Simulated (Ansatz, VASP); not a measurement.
# Hf (Hafnium) in two plane-wave programs, part 2 of 2

Wanted: the spread between two codes on one cell, functional and k mesh. The cell is taken from a series of runs on this material, whose earlier steps may have relaxed, scaled, displaced or heated it; both programs get it as it stands.

VASP 6.6.1 and Ansatz 0.2.0.

So far: Set-up; Ansatz: zone-centre phonons, PBEsol; VASP: zone-centre phonons, PBEsol.

**3. VASP: zone-centre phonons, PBEsol (continued)**

Level of this step: PBEsol; plane waves and PAW (Hf_pv) (VASP).

Numbers of over 12 decimals in the logs are rounded to 6 here.

OUTCAR, selected parts (step 3):

```text
ion  position               nearest neighbor table
   1  0.333  0.667  0.250-   2 3.11   2 3.11   2 3.11   2 3.11   2 3.11   2 3.11
   2  0.667  0.333  0.750-   1 3.11   1 3.11   1 3.11   1 3.11   1 3.11   1 3.11

  LATTYP: Found a hexagonal cell.
 ALAT       =     3.1518355567
 C/A-ratio  =     1.6007604443

 Subroutine GETGRP returns: Found 24 space group operations
 (whereof 12 operations were pure point group operations)

The static configuration has the point symmetry D_3d.
 The point group associated with its full space group is D_6h.

 Found    135 irreducible k-points:

   k-points           NKPTS =    135   k-points in BZ     NKDIM =    135   number of bands    NBANDS=     16

   dimension x,y,z NGX =    24 NGY =   24 NGZ =   40
   dimension x,y,z NGXF=    48 NGYF=   48 NGZF=   80

   ENCUT  =  500.0 eV  36.75 Ry    6.06 a.u.   5.75  5.75  9.20*2*pi/ulx,y,z

   NELECT =      20.0000    total number of electrons

 k-points in reciprocal lattice and weights: Automatic mesh
   0.00000000  0.00000000  0.00000000       0.001
   0.06666667  0.00000000  0.00000000       0.003
   0.13333333  0.00000000  0.00000000       0.003
   0.20000000  0.00000000  0.00000000       0.003
   0.26666667  0.00000000  0.00000000       0.003
   0.33333333 -0.00000000  0.00000000       0.003
   0.40000000  0.00000000  0.00000000       0.003
   0.46666667  0.00000000  0.00000000       0.003
   0.06666667  0.06666667  0.00000000       0.003
[...]
0.33333333  0.26666667  0.50000000       0.007
   0.33333333  0.33333333  0.50000000       0.001

 average (electrostatic) potential at core
       1 -36.8651       2 -36.8651

  Total       -0.0945025     -0.0945025     -0.5544420      0.0000000      0.0000000     -0.0000000
  in kB       -3.4882381     -3.4882381    -20.4653457      0.0000000      0.0000000     -0.0000000
  external PRESSURE =      -9.1472740 kB  Pullay stress =       0.0000000 kB

  energy-cutoff  :      500.00
  volume of cell :       43.41
      direct lattice vectors                 reciprocal lattice vectors
     3.151835557  0.000000000  0.000000000     0.317275436  0.183179058  0.000000000
    -1.575917778  2.729569661  0.000000000     0.000000000  0.366358117  0.000000000
     0.000000000  0.000000000  5.045333686     0.000000000  0.000000000  0.198202946

 POSITION                                       TOTAL-FORCE (eV/Angst)
 -----------------------------------------------------------------------------------
     -0.00000      1.81971      1.26133         0.000000     -0.000000      0.000000
      1.57592      0.90986      3.78400        -0.000000      0.000000     -0.000000
 -----------------------------------------------------------------------------------
    total drift:                                0.000010      0.000016      0.000000

 Eigenvectors and eigenvalues of the dynamical matrix
 ----------------------------------------------------

   1 f  =    2.898108 THz    18.209350 2PiTHz   96.670482 cm-1    11.985607 meV
             X         Y         Z           dx          dy          dz
     -0.000000  1.819713  1.261333     0.000000    0.000000    0.707107
      1.575918  0.909857  3.784000     0.000000   -0.000000   -0.707107

   2 f  =    2.325645 THz    14.612457 2PiTHz   77.575160 cm-1     9.618090 meV
             X         Y         Z           dx          dy          dz
     -0.000000  1.819713  1.261333     0.281591   -0.648619   -0.000000
      1.575918  0.909857  3.784000    -0.281591    0.648619   -0.000000

   3 f  =    2.325645 THz    14.612457 2PiTHz   77.575160 cm-1     9.618090 meV
             X         Y         Z           dx          dy          dz
     -0.000000  1.819713  1.261333     0.648619    0.281591    0.000000
      1.575918  0.909857  3.784000    -0.648619   -0.281591    0.000000

   4 f  =    0.000000 THz     0.000000 2PiTHz    0.000001 cm-1     0.000000 meV
             X         Y         Z           dx          dy          dz
     -0.000000  1.819713  1.261333     0.666300    0.233498   -0.039025
      1.575918  0.909857  3.784000     0.666300    0.233498   -0.039025

   5 f  =    0.000000 THz     0.000000 2PiTHz    0.000000 cm-1     0.000000 meV
             X         Y         Z           dx          dy          dz
     -0.000000  1.819713  1.261333    -0.061835    0.059140   -0.701911
      1.575918  0.909857  3.784000    -0.061835    0.059140   -0.701911

   6 f/i=    0.000000 THz     0.000000 2PiTHz    0.000001 cm-1     0.000000 meV
             X         Y         Z           dx          dy          dz
     -0.000000  1.819713  1.261333    -0.228518    0.664817    0.076146
      1.575918  0.909857  3.784000    -0.228518    0.664817    0.076146

 ELASTIC MODULI CONTR FROM IONIC RELAXATION (kBar)
 Direction    XX          YY          ZZ          XY          YZ          ZX
 --------------------------------------------------------------------------------
 XX        -143.6047    143.6047      0.0000      0.0000      0.0000     -0.0000
 YY         143.6047   -143.6047     -0.0000      0.0000      0.0000      0.0000
 ZZ           0.0000     -0.0000     -0.0000     -0.0000      0.0000     -0.0000
 XY           0.0000      0.0000     -0.0000   -143.6047      0.0000      0.0000
 YZ           0.0000      0.0000      0.0000      0.0000      0.0000      0.0000
 ZX          -0.0000      0.0000     -0.0000      0.0000      0.0000     -0.0000
 --------------------------------------------------------------------------------
```

**4. Differences**

Known differences besides the potentials themselves: the data sets hold 52 valence electrons in Ansatz (on its PAW soft_1 files) and 20 in VASP; the cutoff is 420 eV in Ansatz and 500 eV in VASP; Ansatz makes its cores anew for this functional, VASP keeps those of its PBE data sets. Total energies have different zeros and are not compared.

Both answers:

```tsv
quantity	Ansatz	VASP	difference
optical mode 1 to 2 (cm⁻¹)	77.3	77.6	-0.35 %
optical mode 3 (cm⁻¹)	98.7	96.7	+2.07 %
```

Modes are paired by rising frequency, not by their patterns, so a pair may set unlike modes beside each other; they are those without the splitting of longitudinal modes.

**5. What came out**

```json
{"r.m.s. difference of the optical zone-centre modes, each program's sorted by frequency (zone-centre phonons, PBEsol)": "1.2 cm⁻¹", "difference in optical mode 3 (zone-centre phonons, PBEsol)": "+2.1 %"}
```

In words: The r.m.s. difference of the optical zone-centre modes, each program's sorted by frequency is 1.2 cm⁻¹ (zone-centre phonons, PBEsol). The data sets hold unlike numbers of valence electrons (52 in Ansatz and 20 in VASP), so part of the differences comes from the potentials. Among the rows given in per cent, the largest difference of the zone-centre phonons, PBEsol pair is in optical mode 3, +2.1 %. Such differences can come from data sets, numerical settings and the points named under the comparisons, not from the functional's error against experiment.

[Lines on the potential files, build, host, timing and source positions are cut from VASP's logs without a mark.]

[Logs are printed without paths, hosts, clocks, repeated set-up lines and the standing remarks that a program may print on its own settings, such as how far it seeks lower states.]

[Hosts, paths, dates, database ids (printed as entryN), source tags and the programs' standing remarks are cut or masked in the printed files.]
